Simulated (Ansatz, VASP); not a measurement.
## InSe in two plane-wave programs

Wanted: the spread between two codes on one cell, functional and k mesh. The cell is taken from a series of runs on this material, whose earlier steps may have relaxed, scaled, displaced or heated it; both programs get it as it stands.

Program: Ansatz 0.2.0. Level of theory: plane waves, with VASP 6.6.1 beside it; relaxation of cell and atoms at PBEsol with D3(BJ). Results are calculated unless marked as measured.

### Step 1. Starting point

The structure is trigonal, space group R3m (No. 160). Conventional cell: a = 3.961 Å, b = 3.961 Å, c = 24.180 Å, α = 90.00°, β = 90.00°, γ = 120.00°. Nearest to In lie 3 Se at 2.63 Å and 1 In at 2.75 Å. In has 3 Se at 2.62 Å and 1 In at 2.75 Å nearest. Nearest to Se lie 3 In at 2.63 Å. Nearest to Se lie 3 In at 2.62 Å. Farther neighbours and most contacts between anions are not listed.

Coordinates:

```cif
data_structure
_symmetry_space_group_name_H-M 'R3m:H'
_symmetry_Int_Tables_number 160
_cell_length_a 3.9612
_cell_length_b 3.9612
_cell_length_c 24.1796
_cell_angle_alpha 90.000
_cell_angle_beta 90.000
_cell_angle_gamma 120.000
_cell_volume 328.57
loop_
_atom_site_label
_atom_site_type_symbol
_atom_site_symmetry_multiplicity
_atom_site_Wyckoff_symbol
_atom_site_fract_x
_atom_site_fract_y
_atom_site_fract_z
_atom_site_occupancy
In1 In 3 a 0.66667 0.33333 0.33218 1
In2 In 3 a 0.00000 0.00000 0.11254 1
Se1 Se 3 a 0.33333 0.66667 0.27885 1
Se2 Se 3 a 0.66667 0.33333 0.16576 1
```

### Step 2. Ansatz: relaxation of cell and atoms, PBEsol with D3(BJ)

Ansatz runs on its PAW soft_1 files.

The relaxed volume is the usual yardstick between codes: in a stiff, nearly cubic crystal its relative difference is about their pressure difference at one cell divided by the bulk modulus.

File input.yaml:

```yaml
crystal:
  lattice:
    - [1.9805786931, 1.1434876416, 8.0598663622]
    - [-1.9805786931, 1.1434876416, 8.0598663622]
    - [0.0, -2.2869752832, 8.0598663622]
  atoms:
    - { symbol: In, position: [-0.0011544803, -0.0011544803, -0.0011544803] }
    - { symbol: In, position: [0.1125415482, 0.1125415482, 0.1125415482] }
    - { symbol: Se, position: [0.6121836407, 0.6121836407, 0.6121836407] }
    - { symbol: Se, position: [0.8324292914, 0.8324292914, 0.8324292914] }
kpoints:
  mp_grid: { grid: [9, 9, 9] }
hamiltonian:
  xc: pbesol
  dispersion: d3bj
  pseudopotentials: { kind: paw, azcp: { folder: soft_1 }, xc_functional: pbe }
scf:
  occupations: { method: fixed }
output:
  forces: true
  stress: true
  eigenvalues: true
relax:
  adjacent_minimum: "off"
  f_tol: 0.001
  max_steps: 60
  cell: { stress_tol: 0.01 }
```

On the command line:

```
ansatz run input.yaml --threads 4 --pin off --max-ram 8192MiB --backend cpu --events-out ev --progress --plain --runs-dir out
```

Numbers of over 12 decimals in the logs are rounded to 6 here.

The program printed:

```text
basis.fft_grid_basis auto: the FFT boxes are laid along the combinations [[1, 0, -1], [0, 1, -1], [0, 0, 1]] of the cell's own vectors, 3.961, 3.961 and 8.378 Å long. The dense box has 27×27×60 points. Along the cell's own vectors, as sized, it would have 60×60×60, 4.94 times as many. Of the 6 symmetry operations that the crystal satisfies within crystal.symmetry.tolerance (time reversal apart; of a slab, those that  [...]
Engine: ansatz 0.2.0, x86_64-unknown-linux-gnu
Pseudopotentials: kind: paw
Pseudopotential: In, paw, valence charge 13, recommended cutoff 420 eV (normal), soft_1/In.paw.azcp
Pseudopotential: Se, paw, valence charge 16, recommended cutoff 420 eV (normal), soft_1/Se.paw.azcp
Functional definition: PBEsol
  exchange = pbesol_x
  correlation = pbesol_c
Crystal: 4 atoms, lattice volume = 109.522 Å³
Basis set: ecut = 420 eV, 2157 PW (Γ), FFT grids on a1−a3, a2−a3, a3, exchange–correlation on 54×54×120 points (8 copies of the dense FFT grid, shifted against one another)
Bands: 35, of which v1, the nominal top of the filled ones, is band 29 counted from 1 (28 counted from 0)
Symmetry: 6 space group operations
Space group: R3m (ITA 160), of the structure as read, at distance tolerance 4.8e-5 Å
k-points: 85 of 729 (time reversal used)
Non-local potential: In, projectors of the file, l = 0: 2, l = 1: 2, l = 2: 2, l = 3: 1
Non-local potential: Se, projectors of the file, l = 0: 2, l = 1: 2, l = 2: 3, l = 3: 1
PAW form: soft (Blöchl's): semilocal exchange-correlation on the pseudo side does not see the compensation charge
PAW frozen core: In, regenerated for the run's functional, and the local potential with it (the file was generated under x = pbe(κ = 0.804, μ = 0.219515), c = pbe(β = 0.066725))
PAW frozen core: Se, regenerated for the run's functional, and the local potential with it (the file was generated under x = pbe(κ = 0.804, μ = 0.219515), c = pbe(β = 0.066725))
PAW one-centre angular grid: In, 590 points (default); XC on 64 Gauss nodes
PAW one-centre angular grid: Se, 590 points (default); XC on 64 Gauss nodes
Initial density: superposition of atomic densities (chi_scale 0.1, normalization cell, long waves kept (reshape's long-wave potential 0.63 eV rms))
Initial wavefunctions: pseudopotential atomic-orbital guess
Functional: x = pbesol(κ = 0.804, μ = 0.123457), c = pbesol(β = 0.046)
SCF iter   1: F=—  HF=-21905.321424 eV  |F-HF|=—  |Δ(HF+E_count)|=         —  Δρ=5.20e-2  dr2=1.59e1  ethr=3.10e-3  ⟨swp⟩=5.0  Hψ=10871  notcnv=0  defer=320
preconditioner: auto → Resta (q_TF=auto, 2.454 Å⁻¹)  ε∞=3.2  [insulator: Δε(μ)=0.332 eV  Ē_g=14.631 eV  n_scr=30 (ndim 8)  ℏωp=21.9 eV  f_vac=0.013  ε∞_Penn≈3.2]
SCF iter   2: F=—  HF=-21902.678727 eV  |F-HF|=—  |Δ(HF+E_count)|=    2.64e0  Δρ=1.96e-2  dr2=4.21e-1  ethr=3.10e-3  ⟨swp⟩=3.6  Hψ=6609  notcnv=0  defer=328
SCF iter   3: F=—  HF=-21902.538007 eV  |F-HF|=—  |Δ(HF+E_count)|=   1.41e-1  Δρ=1.16e-2  dr2=1.11e-1  ethr=7.26e-4  ⟨swp⟩=2.3  Hψ=6290  notcnv=0  defer=340
SCF iter   4: F=—  HF=-21902.503825 eV  |F-HF|=—  |Δ(HF+E_count)|=   3.42e-2  Δρ=1.81e-3  dr2=6.83e-3  ethr=1.92e-4  ⟨swp⟩=3.0  Hψ=5481  notcnv=0  defer=340
SCF iter   5: F=—  HF=-21902.500017 eV  |F-HF|=—  |Δ(HF+E_count)|=   3.81e-3  Δρ=8.59e-4  dr2=9.71e-4  ethr=1.18e-5  ⟨swp⟩=2.2  Hψ=5527  notcnv=0  defer=340
SCF iter   6: F=—  HF=-21902.500476 eV  |F-HF|=—  |Δ(HF+E_count)|=   4.59e-4  Δρ=2.11e-4  dr2=1.21e-4  ethr=1.67e-6  ⟨swp⟩=2.1  Hψ=5409  notcnv=0  defer=340
SCF iter   7: F=—  HF=-21902.500486 eV  |F-HF|=—  |Δ(HF+E_count)|=   9.81e-6  Δρ=6.63e-5  dr2=1.38e-5  ethr=2.08e-7  ⟨swp⟩=2.0  Hψ=5333  notcnv=0  defer=97
SCF iter   8: F=—  HF=-21902.500492 eV  |F-HF|=—  |Δ(HF+E_count)|=   6.53e-6  Δρ=2.05e-5  dr2=6.33e-7  ethr=2.38e-8  ⟨swp⟩=2.0  Hψ=5219  notcnv=0  defer=97
SCF iter   9: F=—  HF=-21902.500492 eV  |F-HF|=—  |Δ(HF+E_count)|=   6.00e-8  Δρ=7.92e-6  dr2=1.68e-7  ethr=1.72e-10  ⟨swp⟩=11.9  Hψ=17429  notcnv=0
SCF iter  10: F=-21902.500492 eV  HF=-21902.500492 eV  |F-HF|=1.23e-8  |Δ(HF+E_count)|=   1.21e-8  Δρ=2.58e-6  dr2=1.16e-8  ethr=1.72e-10  ⟨swp⟩=4.3  Hψ=10834  notcnv=0
SCF 1 converged in 10 iterations: F = -21902.500492 eV  dr2 = 1.16e-8
  greatest PAW one-centre occupation: 1.000 electrons in one spin orbital (limit 2), on the Se atom at site 3 (counted from 0), in its partial waves of l = 2
relax step   1: F+E_penalty+E_count = -21902.50049225 eV  Δ(F+E_penalty+E_count) = +0.000e0 eV  max|allowed force component| = 8.838e-4 eV/Å  Δτ_max = 0.0000 Å  P = -0.001 GPa  Ω = 109.522 Å³  (10 SCF iters, dr2 threshold 1.00e-7 eV, accepted)
Initial density: handed on by an earlier stage of this run
Initial wavefunctions: pseudopotential atomic-orbital guess (no wavefunctions were taken with the density)
iter 1 solved again at ethr=5.69e-8 eV; its pass at ethr=3.10e-3 eV (dr2=3.30e-5 eV) is discarded
SCF iter   1: F=—  HF=-21902.500491 eV  |F-HF|=—  |Δ(HF+E_count)|=         —  Δρ=2.48e-6  dr2=1.12e-8  ethr=5.69e-8  ⟨swp⟩=3.0  Hψ=19264  notcnv=0  defer=340
preconditioner: auto → Resta (q_TF=auto, 2.454 Å⁻¹)  ε∞=3.4  [insulator: Δε(μ)=0.552 eV  Ē_g=14.009 eV  n_scr=30 (ndim 8)  ℏωp=21.9 eV  f_vac=0.048  ε∞_Penn≈3.4]
SCF iter   2: F=—  HF=-21902.500492 eV  |F-HF|=—  |Δ(HF+E_count)|=   1.17e-6  Δρ=1.10e-6  dr2=1.94e-9  ethr=1.93e-11  ⟨swp⟩=2.2  Hψ=5472  notcnv=0  defer=331
SCF iter   3: F=—  HF=-21902.500492 eV  |F-HF|=—  |Δ(HF+E_count)|=   1.44e-9  Δρ=6.58e-7  dr2=7.73e-10  ethr=3.35e-12  ⟨swp⟩=2.7  Hψ=4722  notcnv=0  defer=331
SCF iter   4: F=—  HF=-21902.500492 eV  |F-HF|=—  |Δ(HF+E_count)|=   1.11e-9  Δρ=1.92e-7  dr2=7.04e-11  ethr=1.33e-12  ⟨swp⟩=2.0  Hψ=3589  notcnv=0  defer=331
SCF iter   5: F=—  HF=-21902.500492 eV  |F-HF|=—  |Δ(HF+E_count)|=  8.73e-11  Δρ=4.88e-8  dr2=3.17e-12  ethr=1.00e-12  ⟨swp⟩=2.0  Hψ=3066  notcnv=0  defer=331
SCF iter   6: F=-21902.500492 eV  HF=-21902.500492 eV  |F-HF|=0.00e0  |Δ(HF+E_count)|=  7.28e-12  Δρ=2.18e-8  dr2=1.00e-12  ethr=1.00e-12  ⟨swp⟩=10.8  Hψ=17774  notcnv=0
SCF 2 converged in 6 iterations: F = -21902.500492 eV  dr2 = 1.00e-12
relax step   2: F+E_penalty+E_count = -21902.50049226 eV  Δ(F+E_penalty+E_count) = -1.075e-8 eV  max|allowed force component| = 8.959e-4 eV/Å  Δτ_max = 0.0000 Å  P = -0.001 GPa  Ω = 109.522 Å³  stress off target by 1.98e-3 GPa  SCF on the basis re-selected at this cell (its energy is not comparable with the rows above)  (6 SCF iters)
basis re-selected at this cell: Δ(F+E_penalty+E_count) = -1.075e-8 eV, ΔP = +0.000 GPa vs the last step (what re-selecting the basis moved, of the pressure what is left beyond the Pulay correction that the steps carried, after the strain that the cell walked since its last selection, with what the two solves' SCF thresholds leave and, on support functions, any second-order correction that the steps lacked; it is no m [...]
SCF converged after 6 iterations
Free energy (F): -21902.500492 eV
Harris-Foulkes:  -21902.500492 eV  (|F-HF|=0.00e0)
Internal energy: -21902.500492 eV  (E = F + TS)
E sigma→0 (E₀):  -21902.500492 eV
Fermi energy:    7.869350 eV
--- Per-component energies (eV) ---
  E_band       = -883.646007
  E_kinetic    = 660.431953
  E_local      = -7982.289984  (includes V_loc(G=0)·N_el)
  E_nonlocal   = -48.305312
  E_hartree    = 3890.214374
  E_xc         = -452.791166
  E_vxc        = -360.275990  (∫ρ·V_xc dr)
  E_paw        = -12448.909167  (= ΣΔE_a)
  E_vpaw       = -933.634981  (= ΣTr[D̂ρ^β])
  E_aug_tail   = -0.000453  (compensation charges beyond the density's cutoff)
  E_ewald      = -5522.101589
  E_disp       = -1.237859  (pairwise vdW)
  E_core_change = 2.488711  (= ΣΔE_core)
  E_smearing   = -0.000000  (= −TS)
  E_closure    = -0.000000  (closes the sum)
  Σ components = -21902.500492   (vs F -21902.500492, Δ=0.00e0)
--- Forces (eV/Å), atoms counted from 1 ---
  atom   1  In     0.00000000     0.00000000     0.00078015
  atom   2  In     0.00000000     0.00000000    -0.00089590
  atom   3  Se     0.00000000     0.00000000     0.00053831
  atom   4  Se    -0.00000000    -0.00000000    -0.00042253
  max |Σ_I F_I| component: 2.67e-8 eV/Å
--- Stress (GPa, compression-positive) ---
        0.000132       0.000000      -0.000000
        0.000000       0.000132      -0.000000
        0.000000      -0.000000      -0.001985
  P = ⅓ Tr σ = -0.0006 GPa (-0.006 kbar)
--- Band table (eV; the first three rows and the last of 85) ---
  k-point 0: bands = [... 25 lower, 6.4710, 6.4710, 6.7109, 6.7109, 9.8725, 10.0143, 12.2426, 12.2426, ... 2 higher]
  k-point 1: bands = [... 25 lower, 6.2392, 6.2945, 6.5832, 6.6687, 10.0734, 10.6117, 11.5976, 12.3560, ... 2 higher]
  k-point 2: bands = [... 25 lower, 5.9254, 5.9726, 6.2591, 6.7932, 9.9931, 10.1677, 11.8955, 12.0740, ... 2 higher]
  k-point 84: bands = [... 25 lower, 5.8887, 6.2191, 6.6746, 7.8693, 9.1306, 10.5775, 11.6347, 12.2097, ... 2 higher]
--- Relaxed structure (1 steps of the walk, 1 accepted, 1 SCFs on fresh bases) ---
  F+E_penalty+E_count = -21902.50049226 eV   max|allowed force component| = 8.959e-4 eV/Å   (the final SCF, on the basis selected at the relaxed cell)
  cell:  # Å, volume = 109.5223 Å³
    - [1.980579, 1.143488, 8.0598663622]
    - [-1.980579, 1.143488, 8.0598663622]
    - [0.0, -2.286975, 8.0598663622]
  atoms:
    - { symbol: In, position: [-0.00115448, -0.00115448, -0.00115448] }
    - { symbol: In, position: [0.112542, 0.112542, 0.112542] }
    - { symbol: Se, position: [0.6121836407, 0.6121836407, 0.6121836407] }
    - { symbol: Se, position: [0.8324292914, 0.8324292914, 0.8324292914] }
```

(Part 1 of 2 ends here.)

[Lines on the potential files, build, host, timing and source positions are cut from VASP's logs without a mark.]

[Logs are printed without paths, hosts, clocks, repeated set-up lines and the standing remarks that a program may print on its own settings, such as how far it seeks lower states.]

[Hosts, paths, dates, database ids (printed as entryN), source tags and the programs' standing remarks are cut or masked in the printed files.]
